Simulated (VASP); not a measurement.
These are LDA (Ceperley-Alder, Perdew-Zunger), VASP's LDA PAW potentials (set 64) (plane waves; VASP) values and carry that method's errors.

Input for VASP

File KPOINTS:
```
Regular mesh
0
Gamma
16 16 16
0 0 0
```

INCAR:
```
SYSTEM = Ta
PREC = Accurate
ENCUT = 500
EDIFF = 1E-6
NELM = 100
ALGO = Normal
LREAL = .FALSE.
LASPH = .TRUE.
ISMEAR = 1
SIGMA = 0.1
LMAXMIX = 6
LWAVE = .FALSE.
LCHARG = .FALSE.
IBRION = 2
ISIF = 3
NSW = 40
EDIFFG = -0.02
PSTRESS = 100
```

POSCAR:
```
Ta
1.0
 -1.6162912954   1.6162912954   1.6162912954
  1.6162912954  -1.6162912954   1.6162912954
  1.6162912954   1.6162912954  -1.6162912954
Ta
1
Cart
  0.0000000000   0.0000000000   0.0000000000
```

POTCAR, in this order: Ta_pv (LDA.64 set). Program: vasp_std.

The run wrote:

File OSZICAR:
```
       N       E                     dE             d eps       ncg     rms          rms(c)
DAV:   1     0.425600484933E+02    0.42560E+02   -0.65262E+03  2610   0.115E+03
DAV:   2    -0.126722115469E+02   -0.55232E+02   -0.54290E+02  3363   0.240E+02
DAV:   3    -0.132633603582E+02   -0.59115E+00   -0.56083E+00  2998   0.249E+01
DAV:   4    -0.132685412404E+02   -0.51809E-02   -0.51739E-02  3003   0.170E+00
DAV:   5    -0.132685783029E+02   -0.37062E-04   -0.37061E-04  2938   0.121E-01    0.151E+01
DAV:   6    -0.129260082955E+02    0.34257E+00   -0.35174E-01  2714   0.708E+00    0.739E+00
DAV:   7    -0.128198216516E+02    0.10619E+00   -0.27741E-01  2736   0.596E+00    0.407E-01
DAV:   8    -0.128177623973E+02    0.20593E-02   -0.44632E-03  2857   0.896E-01    0.792E-02
DAV:   9    -0.128177344340E+02    0.27963E-04   -0.98105E-05  2821   0.125E-01    0.287E-02
DAV:  10    -0.128177345101E+02   -0.76104E-07   -0.34421E-06  3207   0.245E-02
   1 F= -.11763570E+02 E0= -.11763451E+02  d E =-.117636E+02
       N       E                     dE             d eps       ncg     rms          rms(c)
DAV:   1    -0.130808019194E+02   -0.26307E+00   -0.12602E+01  2657   0.515E+01    0.620E+00
DAV:   2    -0.127725838715E+02    0.30822E+00   -0.39448E-01  2654   0.862E+00    0.210E+00
DAV:   3    -0.126979210420E+02    0.74663E-01   -0.22573E-01  2697   0.624E+00    0.825E-01
DAV:   4    -0.126989386561E+02   -0.10176E-02   -0.32839E-03  3183   0.616E-01    0.879E-02
DAV:   5    -0.126989227491E+02    0.15907E-04   -0.25138E-04  2741   0.199E-01    0.497E-02
DAV:   6    -0.126989236707E+02   -0.92160E-06   -0.73052E-06  2916   0.337E-02
   2 F= -.11724527E+02 E0= -.11724391E+02  d E =0.390432E-01
       N       E                     dE             d eps       ncg     rms          rms(c)
DAV:   1    -0.130101217398E+02   -0.31120E+00   -0.72680E+00  2657   0.407E+01    0.444E+00
DAV:   2    -0.128401749116E+02    0.16995E+00   -0.23181E-01  2675   0.619E+00    0.152E+00
DAV:   3    -0.128014461808E+02    0.38729E-01   -0.12209E-01  2691   0.439E+00    0.522E-01
DAV:   4    -0.128020120619E+02   -0.56588E-03   -0.15289E-03  3162   0.420E-01    0.606E-02
DAV:   5    -0.128020228207E+02   -0.10759E-04   -0.94550E-05  2774   0.117E-01    0.351E-02
DAV:   6    -0.128020244501E+02   -0.16295E-05   -0.22901E-06  2864   0.167E-02    0.190E-03
DAV:   7    -0.128020244558E+02   -0.56300E-08   -0.28781E-08  1358   0.193E-03
   3 F= -.11769286E+02 E0= -.11769282E+02  d E =-.571609E-02
```

### OUTCAR
```
------------------------ aborting loop because EDIFF is reached ----------------------------------------
  FORCE on cell =-STRESS in cart. coord.  units (eV):
  Direction    XX          YY          ZZ          XY          YZ          ZX
  --------------------------------------------------------------------------------------
  Total        1.0174531      1.0174531      1.0174531      0.0000000     -0.0000000      0.0000000
  in kB       98.5199483     98.5199483     98.5199483      0.0000000     -0.0000000      0.0000000
  external PRESSURE =      -1.4800517 kB  Pullay stress =     100.0000000 kB
  volume of cell :       16.55
      direct lattice vectors                 reciprocal lattice vectors
    -1.605265752  1.605265752  1.605265752     0.000000000  0.311474907  0.311474907
     1.605265752 -1.605265752  1.605265752     0.311474907  0.000000000  0.311474907
     1.605265752  1.605265752 -1.605265752     0.311474907  0.311474907  0.000000000
 POSITION                                       TOTAL-FORCE (eV/Angst)
 -----------------------------------------------------------------------------------
      0.00000      0.00000      0.00000        -0.000000      0.000000     -0.000000
 -----------------------------------------------------------------------------------
    total drift:                               -0.000000     -0.000000      0.000000
  FREE ENERGIE OF THE ION-ELECTRON SYSTEM (eV)
  ---------------------------------------------------
  free  energy   TOTEN  =       -12.8020244558 eV

  energy  without entropy=      -12.8020115118  energy(sigma->0) =      -12.80202014
  enthalpy is  TOTEN    =       -11.7692862843 eV   P V=        1.0327381715

 reached required accuracy - stopping structural energy minimisation
```
(Selected blocks of OUTCAR.)

File CONTCAR:
```
Ta
   1.00000000000000
    -1.6052657518838680    1.6052657518838680    1.6052657518838680
     1.6052657518838680   -1.6052657518838680    1.6052657518838680
     1.6052657518838680    1.6052657518838680   -1.6052657518838680
  Ta
     1
Direct
     0.0000000000000000    0.0000000000000000    0.0000000000000000
```

### OUTCAR
```
 val. band max:        6.1199851504   @ k =  -0.3750   0.5000   0.0625

 cond. band min:       6.1443938800   @ k =   0.3125   0.1250   0.0000


 Fermi energy:         6.1238484507

 k-point     1 :       0.0000    0.0000    0.0000
  band No.  band energies     occupation
      1     -26.4301      2.00000
      2     -26.4301      2.00000
      3     -26.4301      2.00000
      4      -2.0275      2.00000
      5       6.7900     -0.00000
      6       6.7900     -0.00000
      7       6.7900     -0.00000
      8      10.3591      0.00000
      9      10.3591      0.00000

 k-point     2 :       0.0625    0.0000    0.0000
  band No.  band energies     occupation
      1     -26.4967      2.00000
      2     -26.4500      2.00000
      3     -26.4306      2.00000
      4      -1.8314      2.00000
      5       6.6621     -0.00000
      6       6.7550     -0.00000
      7       6.9821     -0.00000
      8      10.1465      0.00000
      9      10.3582      0.00000

 k-point     3 :       0.1250    0.0000    0.0000
  band No.  band energies     occupation
      1     -26.6830      2.00000
      2     -26.5063      2.00000
      3     -26.4321      2.00000
      4      -1.2739      2.00000
      5       6.3189     -0.01870
      6       6.5983     -0.00000
      7       7.5509     -0.00000
      8       9.7540      0.00000
      9      10.3705      0.00000

 k-point     4 :       0.1875    0.0000    0.0000
  band No.  band energies     occupation
      1     -26.9527      2.00000
      2     -26.5896      2.00000
      3     -26.4343      2.00000
      4      -0.4540      2.00000
      5       5.8526      2.00085
      6       6.2731     -0.05599
      7       8.4728      0.00000
      8       9.5835      0.00000
      9      10.4293      0.00000

 k-point     5 :       0.2500    0.0000    0.0000
  band No.  band energies     occupation
      1     -27.2582      2.00000
      2     -26.6862      2.00000
      3     -26.4370      2.00000
...
```

Energy and stress use the plane-wave basis of the starting cell. Unless said otherwise, spin-orbit coupling is left out, though it shifts the bands of the heavy elements here.

The compound is Ta in the bcc structure. This run relaxes it under an external pressure of 10 GPa. Symmetry was kept, so distortions that lower it aren't found.
